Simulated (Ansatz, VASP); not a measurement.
# Cross-check of HfO2 between VASP and Ansatz

One calculation is typed for both programs; each brings its own data sets. How far apart do they land? The cell is generated by rule, not measured, and may not be a known phase. The cell is taken from a series of runs on this material, whose earlier steps may have relaxed, scaled, displaced or heated it; both programs get it as it stands.

Calculated with Ansatz 0.2.0; plane waves, with VASP 6.6.1 beside it; zone-centre phonons at LDA.

The structure was built from a prototype and need not be the compound's stable phase.

## 1. Set-up

Symmetry: P4_2/nmc, No. 137, tetragonal system. Conventional cell: a = 3.537 Å, b = 3.537 Å, c = 5.103 Å, α = 90.00°, β = 90.00°, γ = 90.00°. Hf has 8 O at 2.05 to 2.33 Å nearest. Nearest to O lie 4 Hf at 2.05 to 2.33 Å. Farther neighbours and most contacts between anions are not listed.

As a file:

```xyz
6
Lattice="3.5374 0.0000 0.0000 0.0000 3.5374 0.0000 0.0000 0.0000 5.1034" Properties=species:S:1:pos:R:3 pbc="T T T"
Hf    1.7687    1.7687    2.5517
Hf    0.0000    0.0000    0.0000
O     0.0000    1.7687    4.0644
O     1.7687    0.0000    1.0390
O     0.0000    1.7687    1.5127
O     1.7687    0.0000    3.5907
```

## 2. VASP: zone-centre phonons, LDA

Second derivatives magnify differences that forces hide, and they need a tight electronic threshold.

Lines of VASP's logs that name or quote its potential files are left out, and so is its time.

INCAR

```
SYSTEM = HfO2
PREC = Accurate
ENCUT = 600
EDIFF = 1E-08
NELM = 120
ISMEAR = 0
SIGMA = 0.01
LREAL = .FALSE.
ALGO = Normal
GGA = CA
NBANDS = 28
LASPH = .TRUE.
LORBIT = 11
LWAVE = .FALSE.
LCHARG = .FALSE.
ISIF = 2
IBRION = 8
LEPSILON = .TRUE.
GGA_COMPAT = .FALSE.
EFERMI = MIDGAP
KPAR = 2
```

POSCAR

```
HfO2
1.0
    3.5373927002      0.0000000000      0.0000000000
    0.0000000000      3.5373927002      0.0000000000
    0.0000000000      0.0000000000      5.1033832662
Hf O
2 4
Direct
    0.5000000000      0.5000000000      0.5000000000
    0.0000000000      0.0000000000      0.0000000000
    0.0000000000      0.5000000000      0.7964070480
    0.5000000000      0.0000000000      0.2035929520
    0.0000000000      0.5000000000      0.2964070480
    0.5000000000      0.0000000000      0.7035929520
```

KPOINTS

```
Automatic mesh
0
Gamma
6 6 6
0 0 0
```

The projector-augmented-wave data sets are Hf_pv and O (LDA family, release 64).

Run with:

```console
mpirun -np 2 vasp_std
```

Numbers of over 12 decimals in the logs are rounded to 6 here.

Log:

```text
[banner, memory and clock lines left out]
running    2 mpi-ranks, on    1 nodes
 distrk:  each k-point on    1 cores,    2 groups
 distr:  one band on    1 cores,    1 groups

 POSCAR found type information on POSCAR HfO
 POSCAR found :  2 types and       6 ions
 LDA part: xc-table for (Slater(with rela. corr.)+CA(PZ))
 , standard interpolation
 POSCAR, INCAR and KPOINTS ok, starting setup
 FFT: planning ... GRIDC
 FFT: planning ... GRID_SOFT
 FFT: planning ... GRID
 WAVECAR not read
 entering main loop
       N       E                     dE             d eps       ncg     rms          rms(c)
DAV:   1     0.270694055148E+03    0.27069E+03   -0.27480E+04  2240   0.176E+03
DAV:   2    -0.624906840587E+02   -0.33318E+03   -0.32428E+03  2832   0.410E+02
DAV:   3    -0.769630322654E+02   -0.14472E+02   -0.14429E+02  2676   0.778E+01
DAV:   4    -0.771011437533E+02   -0.13811E+00   -0.13803E+00  2972   0.830E+00
DAV:   5    -0.771022330543E+02   -0.10893E-02   -0.10892E-02  2824   0.698E-01    0.793E+01
DAV:   6    -0.666247644199E+02    0.10477E+02   -0.57109E+01  2508   0.416E+01    0.659E+01
DAV:   7    -0.663330069323E+02    0.29176E+00   -0.25596E+00  2624   0.111E+01    0.365E+01
DAV:   8    -0.662778140053E+02    0.55193E-01   -0.20049E-01  2736   0.343E+00    0.612E+00
DAV:   9    -0.662625416767E+02    0.15272E-01   -0.54575E-02  2496   0.165E+00    0.269E+00
DAV:  10    -0.662614297090E+02    0.11120E-02   -0.55946E-03  2776   0.475E-01    0.109E-01
DAV:  11    -0.662614547549E+02   -0.25046E-04   -0.34336E-04  2768   0.120E-01    0.423E-02
DAV:  12    -0.662614576484E+02   -0.28935E-05   -0.12992E-05  2616   0.220E-02    0.519E-02
DAV:  13    -0.662614573297E+02    0.31867E-06   -0.14668E-06  2768   0.762E-03    0.824E-03
DAV:  14    -0.662614573332E+02   -0.34888E-08   -0.93882E-08  2840   0.181E-03
   1 F= -.66261457E+02 E0= -.66261457E+02  d E =0.000000E+00
 Linear response reoptimize wavefunctions to high precision
DAV:   1    -0.662614573356E+02   -0.24138E-08   -0.73625E-09  2160   0.570E-04
DAV:   2    -0.662614573357E+02   -0.27285E-10   -0.31454E-10  1528   0.125E-04
 Linear response G [H, r] |phi>, progress :
  Direction:   1
       N       E                     dE             d eps       ncg     rms
RMM:   1    -0.186107041583E+03   -0.18611E+03    0.13666E+03  3294   0.229E+02
RMM:   2    -0.179304616626E+03    0.68024E+01   -0.64527E+01  3599   0.391E+01
RMM:   3    -0.179940013257E+03   -0.63540E+00   -0.49961E+00  4260   0.675E+00
RMM:   4    -0.179948439574E+03   -0.84263E-02   -0.27860E-01  4526   0.141E+00
RMM:   5    -0.179947626799E+03    0.81277E-03   -0.17471E-02  4388   0.340E-01
RMM:   6    -0.179947737383E+03   -0.11058E-03   -0.15999E-03  4552   0.840E-02
RMM:   7    -0.179947740637E+03   -0.32538E-05   -0.25985E-04  4467   0.261E-02
RMM:   8    -0.179947743916E+03   -0.32795E-05   -0.14961E-04  4430   0.118E-02
RMM:   9    -0.179947740399E+03    0.35170E-05   -0.29836E-04  4114   0.874E-03
RMM:  10    -0.179947742451E+03   -0.20523E-05   -0.49453E-04  4142   0.799E-03
RMM:  11    -0.179947743307E+03   -0.85508E-06    0.12258E-04  3999   0.783E-03
RMM:  12    -0.179947742191E+03    0.11159E-05   -0.52071E-04  3745   0.777E-03
RMM:  13    -0.179947743099E+03   -0.90810E-06   -0.35360E-04  3638   0.774E-03
 Linear response G [H, r] |phi>, progress :
  Direction:   2
       N       E                     dE             d eps       ncg     rms
RMM:   1    -0.183871153349E+03   -0.18387E+03    0.15949E+03  3299   0.235E+02
RMM:   2    -0.174805707574E+03    0.90654E+01   -0.77444E+01  3609   0.422E+01
RMM:   3    -0.175540928452E+03   -0.73522E+00   -0.55015E+00  4245   0.755E+00
RMM:   4    -0.175567805080E+03   -0.26877E-01   -0.35396E-01  4545   0.169E+00
RMM:   5    -0.175567361282E+03    0.44380E-03   -0.25917E-02  4372   0.419E-01
RMM:   6    -0.175567543084E+03   -0.18180E-03   -0.25460E-03  4588   0.110E-01
RMM:   7    -0.175567548839E+03   -0.57545E-05   -0.27665E-04  4528   0.335E-02
RMM:   8    -0.175567549300E+03   -0.46174E-06   -0.67432E-05  4446   0.138E-02
RMM:   9    -0.175567549263E+03    0.37786E-07    0.13308E-04  4258   0.987E-03
RMM:  10    -0.175567550129E+03   -0.86674E-06    0.24515E-05  4159   0.893E-03
RMM:  11    -0.175567549303E+03    0.82611E-06   -0.25364E-04  3985   0.872E-03
RMM:  12    -0.175567549338E+03   -0.34906E-07   -0.28554E-04  3821   0.864E-03
RMM:  13    -0.175567550693E+03   -0.13550E-05    0.15027E-04  3681   0.861E-03
 Linear response G [H, r] |phi>, progress :
  Direction:   3
       N       E                     dE             d eps       ncg     rms
RMM:   1    -0.183938729839E+03   -0.18394E+03    0.13270E+03  3492   0.223E+02
RMM:   2    -0.177899541504E+03    0.60392E+01   -0.58074E+01  3598   0.377E+01
RMM:   3    -0.178621613180E+03   -0.72207E+00   -0.40284E+00  4179   0.643E+00
RMM:   4    -0.178642470173E+03   -0.20857E-01   -0.28511E-01  4337   0.142E+00
RMM:   5    -0.178640475884E+03    0.19943E-02   -0.25183E-02  4309   0.334E-01
[...]
RMM:  10    -0.709747811274E+00   -0.14341E-04   -0.18379E-05  3938   0.159E-03    0.683E-04
RMM:  11    -0.709742362912E+00    0.54484E-05   -0.22115E-05  3829   0.834E-04    0.390E-04
RMM:  12    -0.709743541059E+00   -0.11781E-05   -0.28872E-05  3776   0.597E-04    0.398E-04
[...]
RMM:   5    -0.244162722524E+00    0.16256E-03   -0.27566E-04  7629   0.519E-02    0.407E-02
RMM:   6    -0.244209854861E+00   -0.47132E-04   -0.30341E-05  6514   0.195E-02    0.283E-02
RMM:   7    -0.244226166023E+00   -0.16311E-04   -0.68567E-06  7353   0.637E-03    0.251E-02
RMM:   8    -0.244230713653E+00   -0.45476E-05   -0.10704E-05  6869   0.383E-03    0.314E-03
RMM:   9    -0.244234705842E+00   -0.39922E-05   -0.14051E-05  6630   0.272E-03    0.871E-04
RMM:  10    -0.244235184415E+00   -0.47857E-06   -0.65057E-06  7435   0.827E-04    0.318E-04
RMM:  11    -0.244235130531E+00    0.53884E-07   -0.46126E-07  7599   0.349E-04    0.287E-04
RMM:  12    -0.244235056760E+00    0.73772E-07    0.21206E-07  7226   0.256E-04    0.781E-05
RMM:  13    -0.244235096102E+00   -0.39343E-07   -0.33449E-08  7625   0.217E-04    0.917E-05
RMM:  14    -0.244235110278E+00   -0.14176E-07   -0.62153E-09  7940   0.206E-04    0.252E-05
RMM:  15    -0.244235104571E+00    0.57071E-08    0.63767E-08  8237   0.198E-04    0.195E-05
 first order change of Fermi-energy   0.55317E-01
 force on displaced ion       1 direction 3 :   0.000   0.000 -25.858
 Born effective charge ion    1 direction 3 :   0.000   0.000   4.897
 Linear response progress:
  Degree of freedom:   3/  5
       N       E                     dE             d eps       ncg     rms          rms(c)
RMM:   1    -0.363487821593E+00   -0.36349E+00    0.25876E-01  9274   0.306E+00
RMM:   2    -0.358345222075E+00    0.51426E-02   -0.10001E-02  7196   0.477E-01    0.461E-01
RMM:   3    -0.359649883586E+00   -0.13047E-02   -0.12136E-03  7033   0.166E-01    0.264E-01
RMM:   4    -0.361486404087E+00   -0.18365E-02   -0.76017E-04  6599   0.143E-01    0.431E-02
RMM:   5    -0.361407783249E+00    0.78621E-04   -0.54416E-05  7743   0.327E-02    0.192E-02
RMM:   6    -0.361358423060E+00    0.49360E-04   -0.28110E-06  7923   0.687E-03    0.137E-02
RMM:   7    -0.361350192214E+00    0.82308E-05   -0.11029E-07  7622   0.307E-03    0.345E-03
RMM:   8    -0.361336164947E+00    0.14027E-04   -0.15996E-07  7300   0.135E-03    0.136E-03
RMM:   9    -0.361339922099E+00   -0.37572E-05   -0.10412E-07  8084   0.511E-04    0.960E-05
RMM:  10    -0.361338679731E+00    0.12424E-05   -0.98868E-08  7993   0.234E-04    0.562E-05
RMM:  11    -0.361338900048E+00   -0.22032E-06   -0.11120E-07  8459   0.181E-04    0.205E-05
RMM:  12    -0.361338805905E+00    0.94143E-07   -0.13310E-07  8215   0.166E-04    0.466E-06
RMM:  13    -0.361338810054E+00   -0.41488E-08   -0.16125E-07  8414   0.161E-04    0.288E-06
RMM:  14    -0.361338810500E+00   -0.44552E-09   -0.15395E-07  7600   0.160E-04    0.622E-07
RMM:  15    -0.361338808392E+00    0.21076E-08   -0.15974E-07  7024   0.160E-04    0.347E-07
RMM:  16    -0.361338808993E+00   -0.60060E-09   -0.15367E-07  6797   0.160E-04    0.107E-07
RMM:  17    -0.361338809012E+00   -0.18942E-10   -0.14358E-07  6797   0.160E-04    0.803E-08
 first order change of Fermi-energy   0.30309E-04
 force on displaced ion       3 direction 1 :  -6.620   0.000  -0.002
 Born effective charge ion    3 direction 1 :  -2.146   0.000  -0.000
 Linear response progress:
  Degree of freedom:   4/  5
       N       E                     dE             d eps       ncg     rms          rms(c)
RMM:   1    -0.374369371607E+00   -0.37437E+00    0.27046E-01  9494   0.331E+00
RMM:   2    -0.361933873504E+00    0.12435E-01   -0.16169E-02  7310   0.577E-01    0.119E+00
RMM:   3    -0.363375793450E+00   -0.14419E-02   -0.17925E-03  7154   0.201E-01    0.660E-01
RMM:   4    -0.365476845211E+00   -0.21011E-02   -0.98019E-04  6655   0.165E-01    0.608E-02
RMM:   5    -0.365426109558E+00    0.50736E-04   -0.63026E-05  7756   0.356E-02    0.274E-02
RMM:   6    -0.365303473855E+00    0.12264E-03   -0.56412E-06  7460   0.120E-02    0.165E-02
RMM:   7    -0.365282462741E+00    0.21011E-04   -0.89787E-07  7653   0.345E-03    0.101E-02
RMM:   8    -0.365266549108E+00    0.15914E-04   -0.81182E-08  7496   0.150E-03    0.395E-03
RMM:   9    -0.365266447772E+00    0.10134E-06   -0.45998E-08  8064   0.534E-04    0.125E-03
RMM:  10    -0.365265940399E+00    0.50737E-06    0.10313E-07  8170   0.216E-04    0.388E-04
RMM:  11    -0.365265442871E+00    0.49753E-06    0.25996E-07  7905   0.182E-04    0.783E-05
RMM:  12    -0.365265347918E+00    0.94953E-07    0.73324E-08  8741   0.155E-04    0.212E-05
RMM:  13    -0.365265331017E+00    0.16901E-07    0.36390E-08  8517   0.149E-04    0.150E-05
RMM:  14    -0.365265331800E+00   -0.78254E-09    0.56975E-08  8225   0.147E-04    0.109E-06
 first order change of Fermi-energy   0.27187E-04
 force on displaced ion       3 direction 2 :   0.000 -19.212  -0.000
 Born effective charge ion    3 direction 2 :   0.000  -3.383  -0.000
 Linear response progress:
  Degree of freedom:   5/  5
       N       E                     dE             d eps       ncg     rms          rms(c)
RMM:   1    -0.380178120610E+00   -0.38018E+00    0.23061E-01  7415   0.315E+00
RMM:   2    -0.368439655311E+00    0.11738E-01   -0.15689E-02  5781   0.588E-01    0.101E+00
RMM:   3    -0.369538580147E+00   -0.10989E-02   -0.18977E-03  5741   0.193E-01    0.538E-01
RMM:   4    -0.371235399680E+00   -0.16968E-02   -0.10370E-03  5824   0.154E-01    0.851E-02
RMM:   5    -0.371214327034E+00    0.21073E-04   -0.49755E-05  5933   0.368E-02    0.253E-02
RMM:   6    -0.371210414705E+00    0.39123E-05   -0.39986E-06  6226   0.857E-03    0.119E-02
RMM:   7    -0.371206219609E+00    0.41951E-05    0.25666E-08  6238   0.392E-03    0.527E-03
RMM:   8    -0.371176631856E+00    0.29588E-04   -0.62716E-07  5940   0.259E-03    0.187E-03
RMM:   9    -0.371180315362E+00   -0.36835E-05   -0.19620E-07  6440   0.682E-04    0.686E-04
RMM:  10    -0.371183738508E+00   -0.34231E-05   -0.11286E-08  6176   0.383E-04    0.210E-04
RMM:  11    -0.371183362011E+00    0.37650E-06    0.18849E-07  6496   0.238E-04    0.124E-04
RMM:  12    -0.371183400990E+00   -0.38979E-07   -0.47071E-08  6824   0.168E-04    0.631E-05
RMM:  13    -0.371183411464E+00   -0.10474E-07   -0.66672E-08  7073   0.161E-04    0.348E-05
RMM:  14    -0.371183459215E+00   -0.47751E-07   -0.48093E-08  6910   0.160E-04    0.560E-06
RMM:  15    -0.371183464855E+00   -0.56398E-08   -0.10315E-08  6772   0.156E-04    0.396E-06
 first order change of Fermi-energy  -0.27107E+00
 force on displaced ion       3 direction 3 :   0.000   0.000 -14.385
 Born effective charge ion    3 direction 3 :   0.000   0.000  -2.449
 Born effective charges drift removed
 Linear response finished
```

[end of part 1 of 3]

[Lines on the potential files, build, host, timing and source positions are cut from VASP's logs without a mark.]

[Logs are printed without paths, hosts, clocks, repeated set-up lines and the standing remarks that a program may print on its own settings, such as how far it seeks lower states.]

[Hosts, paths, dates, database ids (printed as entryN), source tags and the programs' standing remarks are cut or masked in the printed files.]
